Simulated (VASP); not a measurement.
```
Si
1.0
    0.00000     2.61972     2.61972
    2.61972     0.00000     2.61972
    2.61972     2.61972     0.00000
Si
2
Direct
  0.00000   0.00000   0.00000
  0.25000   0.25000   0.25000
```

Calculation: PBE GGA, VASP's PBE PAW potentials (set 64) (plane waves; VASP). Numerical set-up: 480 eV cut-off, 8×8×8 Γ-centred mesh, Gaussian smearing of 0.050 eV, potentials Si.

What does the run give for the energy per atom (σ→0), pressure?

```json
{
 "energy per atom (σ→0)": "-5.320 eV/atom",
 "pressure": "150.1 kbar"
}
```

The compound is Si in the diamond structure. It was relaxed first under an external pressure of 15 GPa.
